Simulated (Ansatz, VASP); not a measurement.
## Cross-check of Zn20Hg10Se19S11 between VASP and Ansatz

One calculation is typed for both programs; each brings its own data sets. How far apart do they land? Of the first pair: The structure shown is frame 24 of Ansatz's trajectory.

Method: plane waves, with VASP 6.6.1 beside it; single point at RPBE, in Ansatz 0.2.0.

### Step 1. Set-up

The cell holds 60 atoms: 20 Zn, 10 Hg, 19 Se and 11 S. Its edges and angles: a = 11.236 Å, b = 11.236 Å, c = 11.236 Å, α = 90.0°, β = 90.0°, γ = 90.0°.

### Step 2. Ansatz: dynamics, RPBE

Ansatz runs on its default PAW (the set named soft_2) files.

One frame of this run of dynamics is then solved in both programs, so the motion causes no difference.

The input, input.yaml:

```yaml
crystal:
  lattice:
    - [11.2355, 0.0, 0.0]
    - [0.0, 11.2355, 0.0]
    - [0.0, 0.0, 11.2355]
  atoms:
    - { symbol: Zn, position: [0.72126, 0.05379, 0.45352] }
    - { symbol: Zn, position: [0.99937, 0.64186, 0.57578] }
    - { symbol: Zn, position: [0.36126, 0.0055, 0.28133] }
    - { symbol: Zn, position: [0.46123, 0.94051, 0.49802] }
    - { symbol: Zn, position: [0.41749, 0.78, 0.78477] }
    - { symbol: Zn, position: [0.518, 0.1491, 0.78792] }
    - { symbol: Zn, position: [0.18293, 0.92492, 0.57888] }
    - { symbol: Zn, position: [0.19601, 0.74089, 0.07245] }
    - { symbol: Zn, position: [0.63492, 0.12204, 0.17545] }
    - { symbol: Zn, position: [0.4605, 0.69768, 0.20617] }
    - { symbol: Zn, position: [0.87987, 0.01444, 0.74481] }
    - { symbol: Zn, position: [0.02083, 0.48733, 0.17722] }
    - { symbol: Zn, position: [0.2312, 0.01432, 0.95819] }
    - { symbol: Zn, position: [0.6969, 0.75065, 0.54634] }
    - { symbol: Zn, position: [0.56276, 0.47563, 0.68679] }
    - { symbol: Zn, position: [0.59881, 0.86376, 0.05246] }
    - { symbol: Zn, position: [0.44729, 0.22687, 0.46372] }
    - { symbol: Zn, position: [0.89794, 0.81897, 0.251] }
    - { symbol: Zn, position: [0.34588, 0.3594, 0.15997] }
    - { symbol: Zn, position: [0.06466, 0.31474, 0.84627] }
    - { symbol: Hg, position: [0.21578, 0.42698, 0.75878] }
    - { symbol: Hg, position: [0.78493, 0.66898, 0.87885] }
    - { symbol: Hg, position: [0.94253, 0.12887, 0.03096] }
    - { symbol: Hg, position: [0.11885, 0.04551, 0.28712] }
    - { symbol: Hg, position: [0.80683, 0.35722, 0.54742] }
    - { symbol: Hg, position: [0.08725, 0.28272, 0.48176] }
    - { symbol: Hg, position: [0.35196, 0.59946, 0.46192] }
    - { symbol: Hg, position: [0.65667, 0.45992, 0.30401] }
    - { symbol: Hg, position: [0.45634, 0.51184, 0.00393] }
    - { symbol: Hg, position: [0.75656, 0.39575, 0.02696] }
    - { symbol: Se, position: [0.80042, 0.89732, 0.9254] }
    - { symbol: Se, position: [0.0994, 0.95092, 0.77954] }
    - { symbol: Se, position: [0.96279, 0.47759, 0.951] }
    - { symbol: Se, position: [0.01072, 0.82484, 0.45106] }
    - { symbol: Se, position: [0.73624, 0.3866, 0.76269] }
    - { symbol: Se, position: [0.01568, 0.26423, 0.23562] }
    - { symbol: Se, position: [0.51532, 0.43887, 0.47946] }
    - { symbol: Se, position: [0.27849, 0.63999, 0.89678] }
    - { symbol: Se, position: [0.42962, 0.34095, 0.81761] }
    - { symbol: Se, position: [0.96829, 0.20755, 0.67625] }
    - { symbol: Se, position: [0.01788, 0.69522, 0.78686] }
    - { symbol: Se, position: [0.6062, 0.68683, 0.7296] }
    - { symbol: Se, position: [0.76168, 0.24417, 0.31756] }
    - { symbol: Se, position: [0.20465, 0.23244, 0.00917] }
    - { symbol: Se, position: [0.43379, 0.97159, 0.88341] }
    - { symbol: Se, position: [0.67669, 0.17183, 0.96161] }
    - { symbol: Se, position: [0.1542, 0.49567, 0.53556] }
    - { symbol: Se, position: [0.0393, 0.89434, 0.08906] }
    - { symbol: Se, position: [0.23783, 0.56394, 0.23427] }
    - { symbol: S, position: [0.36759, 0.87086, 0.11565] }
    - { symbol: S, position: [0.5672, 0.10878, 0.5814] }
    - { symbol: S, position: [0.34374, 0.78883, 0.58978] }
    - { symbol: S, position: [0.81692, 0.58341, 0.49329] }
    - { symbol: S, position: [0.25895, 0.11892, 0.49886] }
    - { symbol: S, position: [0.7158, 0.93152, 0.25058] }
    - { symbol: S, position: [0.85031, 0.62169, 0.22964] }
    - { symbol: S, position: [0.83064, 0.9195, 0.55902] }
    - { symbol: S, position: [0.6426, 0.64302, 0.08517] }
    - { symbol: S, position: [0.55839, 0.77831, 0.38988] }
    - { symbol: S, position: [0.46016, 0.2035, 0.25636] }
kpoints:
  mp_grid: { grid: [1, 1, 1] }
hamiltonian:
  xc: rpbe
scf:
  occupations: { method: gaussian, width: 0.05 }
output:
  forces: true
  stress: true
md:
  timestep: 2.0
  n_steps: 71
  ensemble: nvt_nose_hoover
  temperature: 600
  initial_velocities: maxwell_boltzmann
  seed: 6324
```

Started as:

```console
$ ansatz run input.yaml --threads 4 --pin off --max-ram 8192MiB --backend cpu --events-out ev --progress --plain --runs-dir out
```

Numbers of over 12 decimals in the logs are rounded to 6 here.

Log:

```text
Warning: md: disabling space-group detection — thermal motion breaks the input geometry's symmetry, so no spatial operation reduces the k-mesh or symmetrises the density; time reversal is kept, so that k and −k are solved as one point where they differ and the mesh holds both, and exact exchange and, on two spinor components, a DFT+U term hold to it where the run has them: on two components no moment then forms, and  [...]
Warning: output.stress: scf.convergence.dr2_threshold = 6e-8 eV (the default of an md: trajectory) is looser than the 6e-9 eV advised for a printed stress (1e-10 eV for each atom of the cell: 60). What an SCF threshold leaves in a stress goes as its square root, and in the free energy as the threshold itself, and one threshold admits the most on a small cell: [figures from the program's tests cut] Set scf.convergence [...]
Engine: ansatz 0.2.0, aarch64-unknown-linux-gnu
Pseudopotentials: kind: paw
Pseudopotential: Zn, paw, valence charge 12, recommended cutoff 420 eV (normal), Zn.paw.azcp
Pseudopotential: Hg, paw, valence charge 20, recommended cutoff 420 eV (normal), Hg.paw.azcp
Pseudopotential: Se, paw, valence charge 16, recommended cutoff 420 eV (normal), Se.paw.azcp
Pseudopotential: S, paw, valence charge 6, recommended cutoff 420 eV (normal), S.paw.azcp
Functional definition: RPBE
  parameter kappa = 0.804
  parameter beta = 0.066725
  exchange = rpbe_x(kappa = kappa, mu = beta*pi^2/3)
  correlation = pbe_c(beta = beta)
Crystal: 60 atoms, lattice volume = 1418.330 Å³
Basis set: ecut = 420 eV, 27633 PW (Γ), exchange–correlation on 160×160×160 points (8 copies of the dense FFT grid, shifted against one another)
Bands: 486, of which v1, the nominal top of the filled ones, is band 405 counted from 1 (404 counted from 0)
Symmetry: 1 space group operations
k-points: 1
Non-local potential: Zn, projectors of the file, l = 0: 2, l = 1: 2, l = 2: 3, l = 3: 1
Non-local potential: Hg, projectors of the file, l = 0: 3, l = 1: 2, l = 2: 2, l = 3: 1
Non-local potential: Se, projectors of the file, l = 0: 2, l = 1: 2, l = 2: 3, l = 3: 1
Non-local potential: S, projectors of the file, l = 0: 2, l = 1: 2, l = 2: 2
PAW form: soft (Blöchl's): semilocal exchange-correlation on the pseudo side does not see the compensation charge
PAW frozen core: Zn, regenerated for the run's functional, and the local potential with it (the file was generated under x = pbe(κ = 0.804, μ = 0.219515), c = pbe(β = 0.066725))
PAW frozen core: Hg, regenerated for the run's functional, and the local potential with it (the file was generated under x = pbe(κ = 0.804, μ = 0.219515), c = pbe(β = 0.066725))
PAW frozen core: Se, regenerated for the run's functional, and the local potential with it (the file was generated under x = pbe(κ = 0.804, μ = 0.219515), c = pbe(β = 0.066725))
PAW frozen core: S, regenerated for the run's functional, and the local potential with it (the file was generated under x = pbe(κ = 0.804, μ = 0.219515), c = pbe(β = 0.066725))
PAW one-centre angular grid: Zn, 590 points (default); XC on 64 Gauss nodes
PAW one-centre angular grid: Hg, 590 points (default); XC on 64 Gauss nodes
PAW one-centre angular grid: Se, 590 points (default); XC on 64 Gauss nodes
PAW one-centre angular grid: S, 110 points (default); XC on 64 Gauss nodes
Initial density: superposition of atomic densities (neutral atoms: chi_scale 0, normalization atom), corrected by the library's trained network
Initial wavefunctions: pseudopotential atomic-orbital guess
Functional: x = rpbe, c = pbe(β = 0.066725)
SCF iter   1: F=—  HF=-318767.287015 eV  |F-HF|=—  |Δ(HF+E_count)|=         —  Δρ=6.65e-3  dr2=1.93e0  ethr=1.77e-3  ⟨swp⟩=6.0  Hψ=1715  notcnv=0  defer=7
preconditioner: auto → LDOS  [insulator: Δε(μ)=0.072 eV  Ē_g=10.231 eV  σ=0.050 eV  W_gap=0.69  n_scr=364 (ndim 8)  ℏωp=22.9 eV  f_vac=0.077  D(μ)=27.22/eV (n_scr^D=170)  ε∞_Penn≈6.0  β→1.0]
[...]
automatic band count: iteration 1 solves 469 bands in place of 486: the levels show a gap, and the empty bands left out lie too high to hold charge; the band table lists the bands solved (type scf.n_extra_bands for more)
md step    63: t =   126.00 fs  T =   731.5 K  F+E_penalty+E_count = -318769.12666116 eV  E_kin = 5.578865 eV  conserved = -318762.49084530 eV  P_inst = 4.4668 GPa  (3 SCF iters)
[... from here on, the SCF cycles and remarks between the steps are left out ...]
md step    64: t =   128.00 fs  T =   721.9 K  F+E_penalty+E_count = -318769.09840233 eV  E_kin = 5.505373 eV  conserved = -318762.49057739 eV  P_inst = 4.4698 GPa  (3 SCF iters)
md step    65: t =   130.00 fs  T =   712.1 K  F+E_penalty+E_count = -318769.06859930 eV  E_kin = 5.430921 eV  conserved = -318762.49025879 eV  P_inst = 4.4737 GPa  (4 SCF iters)
md step    66: t =   132.00 fs  T =   703.0 K  F+E_penalty+E_count = -318769.04261260 eV  E_kin = 5.361025 eV  conserved = -318762.48992276 eV  P_inst = 4.4772 GPa  (3 SCF iters)
md step    67: t =   134.00 fs  T =   695.1 K  F+E_penalty+E_count = -318769.02596180 eV  E_kin = 5.301288 eV  conserved = -318762.48961236 eV  P_inst = 4.4792 GPa  (5 SCF iters)
md step    68: t =   136.00 fs  T =   689.3 K  F+E_penalty+E_count = -318769.02369072 eV  E_kin = 5.256774 eV  conserved = -318762.48937190 eV  P_inst = 4.4784 GPa  (3 SCF iters)
md step    69: t =   138.00 fs  T =   686.0 K  F+E_penalty+E_count = -318769.03972563 eV  E_kin = 5.231382 eV  conserved = -318762.48923568 eV  P_inst = 4.4741 GPa  (4 SCF iters)
md step    70: t =   140.00 fs  T =   685.4 K  F+E_penalty+E_count = -318769.07633622 eV  E_kin = 5.227315 eV  conserved = -318762.48922689 eV  P_inst = 4.4657 GPa  (10 SCF iters)
md step    71: t =   142.00 fs  T =   687.7 K  F+E_penalty+E_count = -318769.13378950 eV  E_kin = 5.244757 eV  conserved = -318762.48935512 eV  P_inst = 4.4534 GPa  (9 SCF iters)
SCF converged after 9 iterations
Free energy (F): -318769.133790 eV
Harris-Foulkes:  -318769.133789 eV  (|F-HF|=3.93e-8)
Internal energy: -318769.133715 eV  (E = F + TS)
E sigma→0 (E₀):  -318769.133752 eV
Entropy (-TS):   -0.000075 eV (-0.001 meV/atom)
Fermi energy:    7.943441 eV
--- Per-component energies (eV) ---
  E_band       = -12116.552721
  E_kinetic    = 12066.828560
  E_local      = -124363.400209  (includes V_loc(G=0)·N_el)
  E_nonlocal   = 1979.576397
  E_hartree    = 56434.270022
  E_xc         = -7995.087779
  E_vxc        = -6451.316481  (∫ρ·V_xc dr)
  E_paw        = -179323.358171  (= ΣΔE_a)
  E_vpaw       = -8216.762173  (= ΣTr[D̂ρ^β])
  E_aug_tail   = -0.008882  (compensation charges beyond the density's cutoff)
  E_ewald      = -77560.280187
  E_core_change = -7.673467  (= ΣΔE_core)
  E_smearing   = -0.000075  (= −TS)
  E_closure    = 0.000000  (closes the sum)
  Σ components = -318769.133790   (vs F -318769.133790, Δ=0.00e0)
--- Forces (eV/Å), atoms counted from 1 ---
  atom   1  Zn    -0.38779559     0.42034418     0.33760785
  atom   2  Zn     0.72991379     0.52534257     0.27857763
  atom   3  Zn    -0.14655328     0.89570269     0.34056125
  atom   4  Zn     0.01381022     0.11563682    -0.03366629
  atom   5  Zn    -0.13244608    -0.50773965     0.10558263
  atom   6  Zn    -0.24278519    -0.53782637     0.53656478
  atom   7  Zn    -0.27513817     0.34381657    -0.00551592
  atom   8  Zn     0.25276532     0.19699783     0.12251178
  atom   9  Zn     0.22789646    -0.13458014    -0.87436398
  atom  10  Zn     0.00265908    -0.11596382    -1.97556629
  atom  11  Zn     0.34032018     0.53877230    -0.25101139
  atom  12  Zn    -0.17181900    -0.04081636    -0.34648978
  atom  13  Zn    -0.48988149    -0.51107039     0.08395445
  atom  14  Zn     0.18710827    -0.30555443     0.20726600
  atom  15  Zn    -0.90131947    -0.24982046    -0.09084110
  atom  16  Zn    -1.59585787    -1.14743179     0.08714159
  atom  17  Zn     0.24958155     0.71884125    -0.15805414
  atom  18  Zn     0.26368354    -0.52949973     0.04144799
  atom  19  Zn     0.41863155     0.40801686     1.03038133
  atom  20  Zn     0.23575570    -0.57418336    -0.54684965
  atom  21  Hg     0.00187313    -0.15509993    -0.27371293
  atom  22  Hg    -0.63613197     0.63143196     0.00217386
  atom  23  Hg    -0.19438611    -0.17452010     0.08796566
  atom  24  Hg     0.29530414     0.11092898     0.46566118
[...]
atom  53  S     -0.68735860     0.14263618     0.16931261
  atom  54  S      0.35981684    -0.05208296    -0.61178836
  atom  55  S     -0.05229250     0.16775697     0.21809829
  atom  56  S     -0.01581941     0.57037278    -0.24637117
  atom  57  S      0.36698157    -0.08141618    -0.75234712
  atom  58  S     -0.43270604    -0.22625040    -0.26496384
  atom  59  S     -0.23351675     1.35279388     1.78042696
  atom  60  S     -1.47148447    -0.74349008     0.52996127
  max |Σ_I F_I| component: 3.21e-5 eV/Å
--- Stress (GPa, compression-positive) ---
        4.105603      -0.925313       0.001118
       -0.925313       3.646367       0.135348
        0.001118       0.135348       4.403296
  P = ⅓ Tr σ = 4.0518 GPa (40.518 kbar)
--- MD trajectory: 71 steps, t = 0.0 → 142.0 fs ---
  final state: T = 687.7 K   F+E_penalty+E_count = -318769.13378950 eV   E_kin = 5.244757 eV
  conserved energy: peak-to-peak 2.708e-3 eV (4.514e-5 eV/atom) over 142.0 fs
```

### Step 3. VASP: single point, RPBE, pair 1

The same cell, functional, mesh and smearing now go to VASP, with its own data sets.

Lines of VASP's logs that name or quote its potential files are left out, and so is its time.

The input, INCAR:

```
SYSTEM = Zn20Hg10Se19S11
PREC = Accurate
ENCUT = 400
EDIFF = 1E-06
NELM = 120
ISMEAR = 0
SIGMA = 0.05
LREAL = Auto
ALGO = Normal
GGA = RP
NBANDS = 320
LORBIT = 11
LWAVE = .FALSE.
LCHARG = .FALSE.
ISIF = 2
LASPH = .TRUE.
GGA_COMPAT = .FALSE.
EFERMI = MIDGAP
NCORE = 2
```

The input, POSCAR:

```
Zn20Hg10Se19S11
1.0
   11.2355000000      0.0000000000      0.0000000000
    0.0000000000     11.2355000000      0.0000000000
    0.0000000000      0.0000000000     11.2355000000
Zn Hg Se S
20 10 19 11
Direct
    0.7339148236      0.0585020693      0.4525210271
    0.9887410440      0.6386809666      0.5672911753
    0.3760402296      0.0096746918      0.2779048551
    0.4535801700      0.9268924391      0.5055315740
    0.4109029416      0.7846290775      0.7938854524
    0.5180543812      0.1423701660      0.7821191758
    0.1788082417      0.9215878243      0.5880557163
    0.2127275155      0.7374482667      0.0795692226
    0.6500912287      0.1188821147      0.1700680878
    0.4616616973      0.6975835521      0.2114903654
    0.8785011793      0.0281874416      0.7509412131
    0.0161363535      0.4779671577      0.1693204575
    0.2001869076      0.0029549197      0.9596012639
    0.6973966446      0.7480040942      0.5614614392
    0.5621912687      0.4709091718      0.6814649993
    0.6147478973      0.8464687820      0.0647412220
    0.4356370433      0.2380223399      0.4651506386
    0.8982510792      0.8122824974      0.2458190557
    0.3458057051      0.3641760491      0.1378932847
    0.0420809043      0.2977793601      0.8610475724
    0.2194027858      0.4345779004      0.7599839794
    0.7968670731      0.6701437408      0.8822749321
    0.9418984469      0.1440167327      0.0203551244
    0.1121979440      0.0499933247      0.2855057630
    0.8111076499      0.3508789106      0.5342085354
    0.0856125673      0.2803435539      0.4738284901
    0.3495082551      0.6022695919      0.4674291309
    0.6548707223      0.4578879445      0.2970139291
    0.4574340261      0.5106759824      0.0157892395
    0.7443816475      0.3922032842      0.0362689689
    0.8092118731      0.8992479195      0.9326954742
    0.0889502025      0.9443549464      0.7701392906
    0.9707178141      0.4819367184      0.9545013573
    0.0074318010      0.8348271105      0.4632993636
    0.7554536959      0.3798228828      0.7502202839
    0.0153798229      0.2786435851      0.2493881002
    0.5019625295      0.4388055716      0.4743447110
    0.2915758088      0.6442525922      0.8909705843
    0.4435138623      0.3624137778      0.7986738463
    0.9756397134      0.2023051934      0.6744248142
    0.0187085577      0.6859329803      0.7618708558
    0.5999465978      0.6873392372      0.7426905790
    0.7750522896      0.2407636509      0.3398335633
    0.2032753327      0.2330470384      0.9979618175
    0.4159227449      0.9778470028      0.8706154599
    0.6945218281      0.1778470028      0.9698188777
    0.1518935517      0.4827644520      0.5468737484
    0.0422055093      0.9035823951      0.0889680032
    0.2264251702      0.5613813359      0.2401762271
    0.3739219438      0.8663699880      0.1518045481
    0.5643184549      0.0922433359      0.5761648347
    0.3223977571      0.7902541053      0.5964309555
    0.8118908816      0.5940189578      0.4977793601
    0.2733567709      0.0791509056      0.4873036358
    0.7221574474      0.9519469539      0.2464153798
    0.8809843799      0.6031774287      0.2536157714
    0.8550309288      0.9067954252      0.5573138712
    0.6138311602      0.6527613368      0.0675626363
    0.5335766099      0.7799296872      0.3800809933
    0.4416803881      0.1948644920      0.2536335722
```

The input, KPOINTS:

```
Automatic mesh
0
Gamma
1 1 1
0 0 0
```

Potentials, in the order of the species: Zn, Hg, Se and S (PBE family, release 64).

Started as:

```console
$ mpirun -np 8 vasp_gam
```

Log:

```text
[banner, memory and clock lines left out]
running    8 mpi-ranks, on    1 nodes
[...]
|                                                                             |
|               ----> ADVICE to this user running VASP <----                  |
|                                                                             |
|     You enforced a specific xc type in the INCAR file but a different       |
|     [... a line on the potential file left out ...]
|     I HOPE YOU KNOW WHAT YOU ARE DOING!                                     |
|                                                                             |

 LDA part: xc-table for (Slater+PW92), standard interpolation
 POSCAR, INCAR and KPOINTS ok, starting setup
[...]
entering main loop
       N       E                     dE             d eps       ncg     rms          rms(c)
DAV:   1     0.627754726203E+04    0.62775E+04   -0.22050E+05   640   0.170E+03
DAV:   2     0.110831105104E+04   -0.51692E+04   -0.50295E+04   640   0.474E+02
DAV:   3    -0.150215681576E+02   -0.11233E+04   -0.10529E+04   704   0.190E+02
DAV:   4    -0.135609558631E+03   -0.12059E+03   -0.11724E+03   728   0.623E+01
[...]
DAV:  19    -0.124747769825E+03   -0.90749E-05   -0.32861E-05   672   0.261E-02    0.625E-03
DAV:  20    -0.124747773246E+03   -0.34204E-05   -0.91766E-06   704   0.955E-03    0.580E-03
DAV:  21    -0.124747774053E+03   -0.80764E-06   -0.38733E-06   400   0.502E-03
   1 F= -.12474777E+03 E0= -.12472044E+03  d E =-.546734E-01
```

From OUTCAR (step 3):

```text
  Total       38.8862726     30.8090372     39.6659622      4.0044851     -5.5478027     -4.9907184
  in kB       43.9268121     34.8025845     44.8075671      4.5235568     -6.2669233     -5.6376283
  external PRESSURE =      41.1789879 kB  Pullay stress =       0.0000000 kB

 POSITION                                       TOTAL-FORCE (eV/Angst)
 -----------------------------------------------------------------------------------
      8.24590      0.65730      5.08430        -0.005944     -0.393719     -0.239182
     11.10900      7.17590      6.37380         0.305262     -0.462531     -0.504507
      4.22500      0.10870      3.12240        -0.525112      0.503847      0.814050
      5.09620     10.41410      5.67990        -0.207995     -0.155558      0.225847
      4.61670      8.81570      8.91970         0.196243      0.060747     -0.686436
      5.82060      1.59960      8.78750        -0.022977      0.519273      0.088070
      2.00900     10.35450      6.60710        -0.233942      0.596229     -0.527970
      2.39010      8.28560      0.89400        -0.082727     -0.220776      0.157628
      7.30410      1.33570      1.91080        -0.475198      0.744001     -0.156950
      5.18700      7.83770      2.37620         0.058625     -0.612422      0.209277
      9.87040      0.31670      8.43720         0.037494     -1.053182      0.490234
      0.18130      5.37020      1.90240         0.479654      0.558109     -0.015669
      2.24920      0.03320     10.78160         0.717723      0.559365     -0.531373
      7.83560      8.40420      6.30830        -0.232852     -0.062024     -0.457669
[...]
-----------------------------------------------------------------------------------
    total drift:                                0.023966      0.018332      0.012273

  FREE ENERGIE OF THE ION-ELECTRON SYSTEM (eV)
  ---------------------------------------------------
  free  energy   TOTEN  =      -124.7477740533 eV

  energy  without entropy=     -124.6931006916  energy(sigma->0) =     -124.72043737

[... 3 further parts left out ...]
[key lines of the parts left out:]
E-fermi :   2.5059
```

The run ends at a pressure of 4.12 GPa, with forces up to 2.1 eV/Å.

(Part 1 of 3 ends here.)

[Lines on the potential files, build, host, timing and source positions are cut from VASP's logs without a mark.]

[Logs are printed without paths, hosts, clocks, repeated set-up lines and the standing remarks that a program may print on its own settings, such as how far it seeks lower states.]

[Hosts, paths, dates, database ids (printed as entryN), source tags and the programs' standing remarks are cut or masked in the printed files.]
